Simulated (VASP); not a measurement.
# ZrB4C (F-43m) in VASP: reference runs

Aim: a first look at ZrB4C with PBE, on the cell as given.

All numbers are computed with VASP 6.6.1; they aren't measurements. Logs are shortened: lines on timing, memory, paths and dates and some standing lists are left out, and cuts for length are marked.

## Step 1: The structure

It takes space group F-43m (No. 216, cubic). Conventional cell: a = 5.963 Å, b = 5.963 Å, c = 5.963 Å, α = 90.00°, β = 90.00°, γ = 90.00°. Zr (site symmetry -43m) is surrounded by 12 B at 2.50 Å and 4 C at 2.58 Å. B (site symmetry 3m) has 3 B at 1.85 Å as nearest neighbours. C (site symmetry -43m) has 12 B at 2.45 Å and 4 Zr at 2.58 Å as nearest neighbours.

The cell was built by a generator and needn't be a form met in nature.

## Step 2: Single point, PBE

Contents of INCAR:

```
  PREC = Accurate
  ENCUT = 520
  EDIFF = 1E-7
  ISMEAR = -1
  SIGMA = 0.05
  LREAL = F
  LASPH = T
  NELM = 100
  ALGO = Normal
  ISIF = 2
  LWAVE = F
  LCHARG = F
  GGA = PE
  NBANDS = 23
```

Contents of KPOINTS:

```
regular mesh
0
Gamma
  8 8 8
```

Contents of POSCAR:

```
ZrB4C
1.0
    0.0000000000      2.9816600000      2.9816600000
    2.9816600000      0.0000000000      2.9816600000
    2.9816600000      2.9816600000      0.0000000000
Zr B C
1 4 1
Direct
    0.2500000000      0.2500000000      0.2500000000
    0.6404400000      0.0786700000      0.6404400000
    0.0786700000      0.6404400000      0.6404400000
    0.6404400000      0.6404400000      0.0786700000
    0.6404400000      0.6404400000      0.6404400000
    0.0000000000      0.0000000000      0.0000000000
```

Potentials or basis: VASP PAW PBE potentials, release 64 (Zr_sv, B, C).

Command:

```
$ cat potpaw_PBE.64/Zr_sv/POTCAR potpaw_PBE.64/B/POTCAR potpaw_PBE.64/C/POTCAR > POTCAR
$ mpirun -np 1 vasp_std > vasp.out
```

OUTCAR:

```text
PREC = Accurate
   ENCUT = 520
   EDIFF = 1E-7
   ISMEAR = -1
   LREAL = F
   LASPH = T
   NELM = 100
   ISIF = 2
   GGA = PE

 ion  position               nearest neighbor table
   1  0.250  0.250  0.250-   2 2.50   3 2.50   4 2.50   5 2.50   5 2.50   5 2.50   3 2.50   4 2.50
                             3 2.50   2 2.50   4 2.50   2 2.50   6 2.58   6 2.58   6 2.58   6 2.58
   2  0.640  0.079  0.640-   3 1.85   4 1.85   5 1.85   1 2.50   1 2.50   1 2.50
   3  0.079  0.640  0.640-   2 1.85   4 1.85   5 1.85   1 2.50   1 2.50   1 2.50
   4  0.640  0.640  0.079-   2 1.85   3 1.85   5 1.85   1 2.50   1 2.50   1 2.50
   5  0.640  0.640  0.640-   2 1.85   3 1.85   4 1.85   1 2.50   1 2.50   1 2.50
   6  0.000  0.000  0.000-   1 2.58   1 2.58   1 2.58   1 2.58

  LATTYP: Found a face centered cubic cell.
 ALAT       =     5.9633200000

  Lattice vectors:

 A1 = (   0.0000000000,   2.9816600000,   2.9816600000)
 A2 = (   2.9816600000,   0.0000000000,   2.9816600000)
 A3 = (   2.9816600000,   2.9816600000,   0.0000000000)

Analysis of symmetry for initial positions (statically):
=====================================================================
 Subroutine PRICEL returns:
 Original cell was already a primitive cell.

 Routine SETGRP: Setting up the symmetry group for a
 face centered cubic supercell.

 Subroutine GETGRP returns: Found  6 space group operations
 (whereof  6 operations were pure point group operations)
 out of a pool of 48 trial point group operations.

The static configuration has the point symmetry C_3v.

Analysis of symmetry for dynamics (positions and initial velocities):
=====================================================================
 Subroutine PRICEL returns:
 Original cell was already a primitive cell.

 Routine SETGRP: Setting up the symmetry group for a
 face centered cubic supercell.

 Subroutine GETGRP returns: Found  6 space group operations
 (whereof  6 operations were pure point group operations)
 out of a pool of 48 trial point group operations.

The dynamic configuration has the point symmetry C_3v.

 Subroutine INISYM returns: Found  6 space group operations
 (whereof  6 operations are pure point group operations),
 and found     1 'primitive' translations

----------------------------------------------------------------------------------------

                                     Primitive cell

[... 99 lines left out ...]
   LREAL  =      F    real-space projection
   EDIFFG = 0.1E-05   stopping-criterion for IOM
   NSW    =      0    number of steps for IOM
   IBRION =     -1    ionic relax: 0-MD 1-quasi-New 2-CG
   NFREE  =      0    steps in history (QN), initial steepest desc. (CG)
   ISIF   =      2    stress and relaxation
   ISYM   =      2    0-nonsym 1-usesym 2-fastsym
   POTIM  = 0.5000    time-step for ionic-motion
   TEBEG  =    0.0;   TEEND  =   0.0 temperature during run
   PSTRESS=    0.0 pullay stress
   NELECT =      28.0000    total number of electrons
   NUPDOWN=      -1.0000    fix difference up-down
   EMIN   =  10.00;   EMAX   =-10.00  energy-range for DOS
   EFERMI =   0.00;   METHOD = LEGACY
   ISMEAR =    -1;   SIGMA  =   0.05  broadening in eV -4-tet -1-fermi 0-gaus
   EFERMI_NEDOS =   21; number of points for ismear=-14 and -15
   IALGO  =     38    algorithm
   IMIX   =      4    mixing-type and parameters
     AMIX     =   0.40;   BMIX     =  1.00
     AMIX_MAG =   1.60;   BMIX_MAG =  1.00
  volume/ion in A,a.u.               =       8.84        59.63
  Fermi-wavevector in a.u.,A,eV,Ry     =   1.323303  2.500681 23.825592  1.751132
  Thomas-Fermi vector in A             =   2.452921
   LORBIT       =      0    0 simple, 1 ext, 2 COOP (PROOUT), +10 PAW based schemes
   GGA     = PE    functional components
   LHFCALC =     F    Hartree Fock is set to
   AEXX    =    0.0000 exact exchange contribution
   IVDW    =     0    specifies the selected vdW correction
   LEPSILON=     F    determine dielectric tensor
   LRPA    =     F    only Hartree local field effects (RPA)
 non-spin polarized calculation
  energy-cutoff  :      520.00
  volume of cell :       53.02
 maximum number of plane-waves:      1458
   NGX = 15   NGY = 15   NGZ = 15

 number of electron      27.9999999 magnetization

 Free energy of the ion-electron system (eV)
  ---------------------------------------------------
  ext. energy  EPLUGINS =         0.00000000
  ---------------------------------------------------
  free energy    TOTEN  =       -37.79280767 eV

  energy without entropy =      -37.78035240  energy(sigma->0) =      -37.78658004

 E-fermi :   8.5269     XC(G=0): -12.3543

 val. band max:        8.5235052865   @ k =   0.5000   0.3750   0.0000
 cond. band min:       8.5297340305   @ k =  -0.2500   0.5000   0.2500
 fundamental gap:      0.0062287440
 Fermi energy:         8.5269023977

 k-point     1 :       0.0000    0.0000    0.0000
  band No.  band energies     occupation
      1     -38.9735      2.00000
      2     -17.1765      2.00000
      3     -17.1765      2.00000
      4     -17.1765      2.00000
      5      -6.0034      2.00000
      6       1.0433      2.00000
[... 613 lines left out ...]
     22      15.6889      0.00000
     23      16.4597      0.00000

 [... further k-points ...]

------------------------ aborting loop because EDIFF is reached ----------------------------------------

  FORCE on cell =-STRESS in cart. coord.  units (eV):
  Direction    XX          YY          ZZ          XY          YZ          ZX
  --------------------------------------------------------------------------------------
  -------------------------------------------------------------------------------------
  Total        0.0258929      0.0258929      0.0258929      0.0001600      0.0001600      0.0001600
  in kB        0.7825052      0.7825052      0.7825052      0.0048342      0.0048342      0.0048342
  external PRESSURE =       0.7825052 kB  Pullay stress =       0.0000000 kB

 VOLUME and BASIS-vectors are now :
 -----------------------------------------------------------------------------
  energy-cutoff  :      520.00
  volume of cell :       53.02
      direct lattice vectors                 reciprocal lattice vectors
     0.000000000  2.981660000  2.981660000    -0.167691823  0.167691823  0.167691823
     2.981660000  0.000000000  2.981660000     0.167691823 -0.167691823  0.167691823
     2.981660000  2.981660000  0.000000000     0.167691823  0.167691823 -0.167691823

 POSITION                                       TOTAL-FORCE (eV/Angst)
 -----------------------------------------------------------------------------------
      1.49083      1.49083      1.49083        -0.000270     -0.000270     -0.000270
      2.14414      3.81915      2.14414         0.030170     -0.030050      0.030170
      3.81915      2.14414      2.14414        -0.030050      0.030170      0.030170
      2.14414      2.14414      3.81915         0.030170      0.030170     -0.030050
      3.81915      3.81915      3.81915        -0.030121     -0.030121     -0.030121
      0.00000      0.00000      0.00000         0.000100      0.000100      0.000100
 -----------------------------------------------------------------------------------
    total drift:                               -0.000000     -0.000000     -0.000000

  FREE ENERGIE OF THE ION-ELECTRON SYSTEM (eV)
  ---------------------------------------------------
  free  energy   TOTEN  =       -37.7928076711 eV

  energy  without entropy=      -37.7803524026  energy(sigma->0) =      -37.78658004
```

stdout:

```text
POSCAR found type information on POSCAR ZrB C
 POSCAR found :  3 types and       6 ions
 scaLAPACK will be used
 LDA part: xc-table for (Slater+PW92), standard interpolation
 POSCAR, INCAR and KPOINTS ok, starting setup
 FFT: planning ... GRIDC
 FFT: planning ... GRID_SOFT
 FFT: planning ... GRID
 WAVECAR not read
 entering main loop
```

Wall time 2 min (1 thread of Intel Xeon Platinum 8375C at 2.90GHz (Ice Lake), shared host); peak memory 0.22 GiB.

What came out:

```yaml
Free_energy: -37.7928 eV
Pressure: 0.1 GPa
Largest_force: 0.052 eV/Å
Band_gap_on_the_k_mesh: none (metal or under the smearing width)
```

Forces in eV/Å, atoms in the order of the input:
```
Zr   0.000  0.000  0.000
B    0.030 -0.030  0.030
B   -0.030  0.030  0.030
B    0.030  0.030 -0.030
B   -0.030 -0.030 -0.030
C    0.000  0.000  0.000
```

Levels at points of the mesh, in eV from the Fermi level:
```tsv
k point	band 12	band 13	band 14	band 15	band 16	band 17
(0.00, 0.00, 0.00)	-2.98	-2.62	-2.62	-2.62	1.97	1.97
(0.50, 0.00, 0.00)	-2.42	-0.81	-0.81	0.31	2.71	2.71
(0.50, 0.50, 0.50)	-2.42	-0.81	-0.81	0.31	2.71	2.71
(0.50, 0.50, 0.00)	-0.69	0.19	0.27	0.27	2.47	2.58
```
